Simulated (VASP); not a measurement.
Data:

```xyz
14
Lattice="8.0654 0.0000 0.0000 -4.0327 6.9849 0.0000 0.0000 0.0000 3.0891" Properties=species:S:1:pos:R:3 pbc="T T T"
Ge     5.7378     1.6448     2.3168
Ge    -1.7051     5.3401     0.7723
Ge     1.4445     5.7915     0.7723
Ge     2.5882     1.1934     2.3168
Ge     3.7721     4.1467     2.3168
Ge     0.2606     2.8382     0.7723
N      4.0327     2.3283     2.3168
N      0.0000     4.6566     0.7723
N      1.4781     6.7943     2.3168
N      2.5546     0.1905     0.7723
N      2.9204     4.6773     0.7723
N      1.1123     2.3076     2.3168
N     -2.5904     4.8678     2.3168
N      6.6231     2.1170     0.7723
```

These are PBEsol GGA, VASP's PBE PAW potentials (set 64) (plane waves; VASP) values and carry that method's errors. Settings: LREAL = Auto, 400 eV cut-off, 3×3×7 Γ-centred mesh, Gaussian smearing of 0.050 eV, potentials Ge_d N.

At this cut-off the stress carries a Pulay error, which pulls relaxed volumes low.

What does the run give for the energy per atom (σ→0), pressure, band gap (on the k-mesh) with the smallest direct gap where there is one?

```json
{
  "band gap (on the k-mesh)": "2.06 eV",
  "smallest direct gap (on the k-mesh)": "2.06 eV",
  "energy per atom (σ→0)": "-7.198 eV/atom",
  "pressure": "-4.71 GPa"
}
```

Only differences to runs with the same potentials and settings are physical.

The structure comes from a computed database's Ge3N4 entry; how it stands against other phases isn't given here. The cell was not relaxed at this level.
